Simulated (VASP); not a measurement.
Calculation: PBE GGA, VASP's PBE PAW potentials (set 64) (plane waves; VASP).

VASP input:

**POSCAR**
```
Cs
1
   -3.0500000000     3.0500000000     3.0500000000
    3.0500000000    -3.0500000000     3.0500000000
    3.0500000000     3.0500000000    -3.0500000000
Cs
1
Direct
  0.0000000000   0.0000000000   0.0000000000
```

**KPOINTS**
```
Automatic mesh
0
Monkhorst-Pack
  3 3 3
```

**INCAR**
```
SYSTEM = Cs
PREC = Accurate
ENCUT = 400
EDIFF = 1E-6
NELM = 100
ALGO = Normal
LREAL = .FALSE.
LASPH = .TRUE.
ISMEAR = 1
SIGMA = 0.1
GGA = PE
LMAXMIX = 4
LWAVE = .FALSE.
LCHARG = .FALSE.
ISIF = 2
```

POTCAR, in this order: Cs_sv (PBE.64 set). Program: vasp_std.

Gaps are read on the run's mesh, which can miss a band edge. Unless said otherwise, spin-orbit coupling is left out, though it shifts the bands of the heavy elements here.

Q: Predict the energy per atom (σ→0), band gap (on the k-mesh).

A: 
```yaml
energy per atom (σ→0): -0.923 eV/atom
band gap (on the k-mesh): none (metal, semimetal or under 0.01 eV)
```

OSZICAR:
```
...
DAV:   4    -0.922598085222E+00   -0.48222E-01   -0.48222E-01   120   0.572E+00
DAV:   5    -0.922606697725E+00   -0.86125E-05   -0.86124E-05    96   0.746E-02    0.133E-01
DAV:   6    -0.922804907935E+00   -0.19821E-03   -0.15712E-03   120   0.227E-01    0.886E-02
DAV:   7    -0.923539780070E+00   -0.73487E-03   -0.36275E-03    88   0.357E-01    0.388E-02
DAV:   8    -0.923652348063E+00   -0.11257E-03   -0.15161E-04    96   0.969E-02    0.437E-03
DAV:   9    -0.923653930229E+00   -0.15822E-05   -0.23183E-06   112   0.957E-03    0.280E-03
DAV:  10    -0.923653348310E+00    0.58192E-06   -0.82398E-07   112   0.509E-03
   1 F= -.92365335E+00 E0= -.92321557E+00  d E =-.131333E-02
```

The compound is Cs in the bcc structure. The cell was not relaxed at this level. The k-mesh is coarse (spacing up to 0.49 per Å, 2π included), so the numbers may not be converged in it. The run is one of a series of settings (KPOINTS 3×3×3 Monkhorst-Pack mesh against the base run), some of them coarse on purpose.
